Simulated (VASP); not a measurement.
Consider the following.

```xyz
3
Lattice="0.0000 2.9134 2.9878 2.9663 0.0000 2.9878 2.9663 2.9134 0.0000" Properties=species:S:1:pos:R:3 pbc="T T T"
Al     1.4831     1.4567     1.4939
Al     4.4494     4.3700     4.4817
Au     0.0781     0.0000     0.0000
```
Cell charge +0.5.

Computed with PBE GGA, VASP's PBE PAW potentials (set 64) (plane waves; VASP). Run with NELECT = 16.5, 400 eV cut-off, 8×8×8 Γ-centred mesh, Gaussian smearing of 0.050 eV, potentials Al Au.

The cell is charged, with a uniform compensating background.

**Question.** Give the force on each atom (eV/Å).

**Answer.** 
| atom | Fx | Fy | Fz |
|---|---|---|---|
| Al1 | 0.378 | 0.000 | 0.000 |
| Al2 | 0.378 | 0.000 | 0.000 |
| Au3 | -0.756 | 0.000 | 0.000 |

**Question.** Give the stress tensor in GPa (positive for a compressed cell).

**Answer.** 
```
-9.46   0.00   0.00
 0.00  -8.04   0.00
 0.00   0.00  -9.20
```
The pressure is its mean diagonal, -8.90 GPa.

The compound is AuAl2 in the fluorite structure. The cell was not relaxed at this level, atoms are displaced from their ideal sites. The run is one of a series of settings (ISMEAR = 0, NELECT = 16.5, SIGMA = 0.05 against the base run), some of them coarse on purpose.
